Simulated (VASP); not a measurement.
Input for VASP

File KPOINTS:
```
Automatic mesh
0
Gamma
9 9 9
0 0 0
```

File POSCAR:
```
PtSb
1
    0.0000000000     3.1754260000     3.1754260000
    3.1754260000     0.0000000000     3.1754260000
    3.1754260000     3.1754260000     0.0000000000
Pt Sb
1 1
Direct
  0.0000000000   0.0000000000   0.0000000000
  0.2500000000   0.2500000000   0.2500000000
```

INCAR:
```
SYSTEM = PtSb
PREC = Accurate
ENCUT = 400
EDIFF = 1E-6
NELM = 100
ALGO = Normal
LREAL = .FALSE.
LASPH = .TRUE.
ISMEAR = 1
SIGMA = 0.1
METAGGA = R2SCAN
LMIXTAU = .TRUE.
LMAXMIX = 6
LWAVE = .FALSE.
LCHARG = .FALSE.
IBRION = 2
ISIF = 3
NSW = 60
EDIFFG = -0.01
```

POTCAR, in this order: Pt Sb (PBE.64 set). Program: vasp_std.

Write an equivalent input for Ansatz.

One equivalent input (not run):
Ansatz 0.2 input:
```yaml
crystal:
  lattice:
    - [0.0000000, 3.1754260, 3.1754260]
    - [3.1754260, 0.0000000, 3.1754260]
    - [3.1754260, 3.1754260, 0.0000000]
  atoms:
    - { symbol: Pt, position: [0.0000000, 0.0000000, 0.0000000] }
    - { symbol: Sb, position: [0.2500000, 0.2500000, 0.2500000] }
kpoints:
  mp_grid: { grid: [9, 9, 9] }
hamiltonian:
  xc: r2scan
  pseudopotentials: { kind: paw }
scf:
  occupations: { method: methfessel_paxton, width: 0.1 }
  max_iter: 100
relax:
  max_steps: 60
  f_tol: 0.01
  cell: {}
output: { forces: true, stress: true, eigenvalues: true }
```
What does not carry over: each code has its own PAW files, so the cut-off isn't converted (ENCUT is set for VASP's; basis.ecutwfc is left out, and Ansatz then takes the one that its files recommend); Ansatz stops its SCF on the density residual and VASP on the energy change (EDIFF).

The structure was generated: PtSb was put into the zinc blende type (F-43m), which need not be its known phase. This run relaxes it. Symmetry was kept, so distortions that lower it aren't found.
